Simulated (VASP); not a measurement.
Here is the system:

```xyz
4
Lattice="1.2750 -2.2084 0.0000 1.2750 2.2084 0.0000 0.0000 0.0000 4.2200" Properties=species:S:1:pos:R:3 pbc="T T T"
B      1.2750    -0.7361     2.1100
B      1.2750     0.7361     0.0000
N      1.2750    -0.7361     3.6925
N      1.2750     0.7361     1.5825
```

Level of theory: PBE GGA, VASP's PBE PAW potentials (set 64) (plane waves; VASP). Run with ADDGRID = .TRUE., 520 eV cut-off, 11×11×6 Γ-centred mesh, Gaussian smearing of 0.050 eV, potentials B N.

Question: Give the stress tensor in GPa (positive for a compressed cell).

Answer: 
```
2.23  0.00  0.00
0.00  2.23  0.00
0.00  0.00  1.51
```
The pressure is its mean diagonal, 1.99 GPa.

The compound is BN in the wurtzite structure, a metastable high-pressure form. The cell was not relaxed at this level. The run is one of a series of settings (ADDGRID = .TRUE. against the base run), some of them coarse on purpose.
